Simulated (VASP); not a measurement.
A convergence study with VASP on PdIn (CsCl type): one setting is varied, all else stays as given below, so the limit is that of these other settings. Each run relaxes cell and ions from the cell shown.

```
InPd
1.0
    3.25000     0.00000     0.00000
    0.00000     3.25000     0.00000
    0.00000     0.00000     3.25000
In Pd
1 1
Cartesian
  1.62500   1.62500   1.62500
  0.00000   0.00000   0.00000
```

Method: PBE GGA, VASP's PBE PAW potentials (set 64) (plane waves; VASP 6.6.1). The tightest run used: 550 eV cut-off, 16×16×16 Γ-centred mesh, first-order Methfessel-Paxton smearing of 0.10 eV, potentials In_d Pd.

```tsv
setting	relaxed volume (Å³/atom)	E (eV/atom)	irreducible k-points
2×2×2 mesh	17.477	-4.3777	4
3×3×3 mesh	17.915	-4.2775	4
4×4×4 mesh	18.028	-4.3654	10
```

Question: These are the cheaper rows. Estimate the results at 16×16×16 mesh, and how far the last row shown lies from them.

Answer: 
| quantity | tightest run | last row shown is off by |
|---|---|---|
| relaxed volume (Å³/atom) | 18.057 | -0.029 |
| E (eV/atom) | -4.3737 | 0.0083 |

Left out are rungs that failed or repeat a setting and relaxations that didn't move; long series are thinned to 24 rows.

The compound is PdIn in the CsCl type structure. The electron count is odd and the run is not spin-polarised, which forces a metal.
